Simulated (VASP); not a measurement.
Output of a VASP run:

File OSZICAR:
```
       N       E                     dE             d eps       ncg     rms          rms(c)
DAV:   1     0.864267196916E+02    0.86427E+02   -0.81743E+03 16568   0.108E+03
DAV:   2    -0.131976485464E+02   -0.99624E+02   -0.95776E+02 17668   0.303E+02
DAV:   3    -0.148720379357E+02   -0.16744E+01   -0.16332E+01 18868   0.402E+01
DAV:   4    -0.148888965350E+02   -0.16859E-01   -0.16842E-01 18908   0.405E+00
DAV:   5    -0.148892975459E+02   -0.40101E-03   -0.40100E-03 19912   0.531E-01    0.117E+01
DAV:   6    -0.143142942637E+02    0.57500E+00   -0.36934E+00 16928   0.217E+01    0.237E+00
DAV:   7    -0.142378929399E+02    0.76401E-01   -0.29841E-01 16952   0.640E+00    0.197E+00
DAV:   8    -0.142237346209E+02    0.14158E-01   -0.19067E-02 17824   0.134E+00    0.209E-01
DAV:   9    -0.142236253861E+02    0.10923E-03   -0.30523E-04 19096   0.183E-01    0.129E-01
DAV:  10    -0.142236184163E+02    0.69698E-05   -0.52425E-05 18368   0.878E-02    0.144E-02
DAV:  11    -0.142236171200E+02    0.12963E-05   -0.51976E-06 18204   0.291E-02    0.601E-03
DAV:  12    -0.142236169656E+02    0.15444E-06   -0.22848E-07  8708   0.537E-03
   1 F= -.14223617E+02 E0= -.14223345E+02  d E =-.815964E-03
```

**OUTCAR**
```
------------------------ aborting loop because EDIFF is reached ----------------------------------------
  FORCE on cell =-STRESS in cart. coord.  units (eV):
  Direction    XX          YY          ZZ          XY          YZ          ZX
  --------------------------------------------------------------------------------------
  Total       -0.0594452     -0.2919812     -0.5762421      0.0000013      0.0000019      0.0000012
  in kB       -3.4829735    -17.1075645    -33.7627831      0.0000783      0.0001084      0.0000690
  external PRESSURE =     -18.1177737 kB  Pullay stress =       0.0000000 kB
  volume of cell :       27.34
      direct lattice vectors                 reciprocal lattice vectors
     2.977445000  0.000000000  0.000000000     0.335858429  0.000000000  0.000000000
     0.000000000  3.013218000  0.000000000     0.000000000  0.331871109  0.000000000
     0.000000000  0.000000000  3.047916000     0.000000000  0.000000000  0.328093031
 POSITION                                       TOTAL-FORCE (eV/Angst)
 -----------------------------------------------------------------------------------
      1.48872      1.50661      1.52396         0.536856     -0.000000     -0.000000
      0.07578      0.00000      0.00000        -0.536856      0.000000      0.000000
 -----------------------------------------------------------------------------------
    total drift:                               -0.000082      0.000000      0.000001
  FREE ENERGIE OF THE ION-ELECTRON SYSTEM (eV)
  ---------------------------------------------------
  free  energy   TOTEN  =       -14.2236169656 eV

  energy  without entropy=      -14.2228010013  energy(sigma->0) =      -14.22334498
```
(Selected blocks of OUTCAR.)

POSCAR:
```
RuAl
1
    2.9774450000     0.0000000000     0.0000000000
    0.0000000000     3.0132180000     0.0000000000
    0.0000000000     0.0000000000     3.0479160000
Al Ru
1 1
Direct
  0.5000000000   0.5000000000   0.5000000000
  0.0254500000   0.0000000000   0.0000000000
```

Task: Reconstruct the remaining input files.

Result: One answer among several that fit: the input of the run itself, PBE GGA, plane waves, VASP's PBE PAW potentials (set 64).

KPOINTS:
```
Automatic
0
Gamma
  11 11 11
```

**INCAR**
```
SYSTEM = RuAl
PREC = Accurate
ENCUT = 400
EDIFF = 1E-6
NELM = 100
ALGO = Normal
LREAL = .FALSE.
LASPH = .TRUE.
ISMEAR = 1
SIGMA = 0.1
GGA = PE
LMAXMIX = 4
LWAVE = .FALSE.
LCHARG = .FALSE.
ISIF = 2
ISYM = 0
```

POTCAR, in this order: Al Ru_pv (PBE.64 set). Program: vasp_std.

The compound is RuAl in the CsCl type structure. The cell was not relaxed at this level, atoms are displaced from their ideal sites. The run is one of a series of settings (ISYM = 0 against the base run), some of them coarse on purpose. The electron count is odd and the run is not spin-polarised, which forces a metal.
